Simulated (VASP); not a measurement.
Calculation: MS2 meta-GGA, VASP's PBE PAW potentials (set 64) (plane waves; VASP).

VASP input:

INCAR:
```
ENCUT = 520
LWAVE = .FALSE.
NEDOS = 601   # DOS grid
LMIXTAU = .TRUE.
ISIF = 2   # forces and stress, cell fixed
LORBIT = 11   # lm-projected
NELM = 100
METAGGA = MS2
LCHARG = .FALSE.
EDIFF = 1E-7
ALGO = Normal
ISMEAR = -5
LREAL = .FALSE.
PREC = Accurate
LASPH = .TRUE.   # aspherical one-centre terms
SYSTEM = CaO
```

KPOINTS:
```
kpoints
0
gamma
  11 11 11
```

### POSCAR
```
CaO
1
    0.0000000000     2.4093544507     2.4093544507
    2.4093544507     0.0000000000     2.4093544507
    2.4093544507     2.4093544507     0.0000000000
Ca O
1 1
Direct
  0.0000000000   1.0000000000   1.0000000000
  0.5000000000   0.5000000000   0.5000000000
```

File KPOINTS_OPT:
```
k-points along high-symmetry lines
10
Line-mode
Reciprocal
  0.000000   0.000000   0.000000 ! GAMMA
  0.500000   0.000000   0.500000 ! X

  0.500000   0.000000   0.500000 ! X
  0.625000   0.250000   0.625000 ! U

  0.375000   0.375000   0.750000 ! K
  0.000000   0.000000   0.000000 ! GAMMA

  0.000000   0.000000   0.000000 ! GAMMA
  0.500000   0.500000   0.500000 ! L

  0.500000   0.500000   0.500000 ! L
  0.500000   0.250000   0.750000 ! W

  0.500000   0.250000   0.750000 ! W
  0.500000   0.000000   0.500000 ! X
```

POTCAR, in this order: Ca_sv O (PBE.64 set). Program: vasp_std.

Task: Predict the energy per atom (σ→0), band gap (over mesh and band path).

Result: 
```yaml
energy per atom (σ→0): -10.262 eV/atom
band gap (over mesh and band path): 4.04 eV
```

OSZICAR:
```
...
DAV:  19    -0.205237044950E+02   -0.34954E-06   -0.43655E-07  1432   0.994E-03    0.429E-04
DAV:  20    -0.205237048388E+02   -0.34386E-06   -0.28515E-08   928   0.220E-03    0.205E-04
DAV:  21    -0.205237050398E+02   -0.20095E-06   -0.24162E-08   768   0.217E-03    0.178E-04
DAV:  22    -0.205237052592E+02   -0.21942E-06   -0.86995E-09   704   0.121E-03    0.950E-05
DAV:  23    -0.205237053385E+02   -0.79345E-07   -0.88774E-10   732   0.366E-04
   1 F= -.20523705E+02 E0= -.20523705E+02  d E =0.000000E+00
       N       E                     dE             ncg
       N       E                     dE             ncg
```

The compound is CaO in the rock salt structure. It was relaxed first.
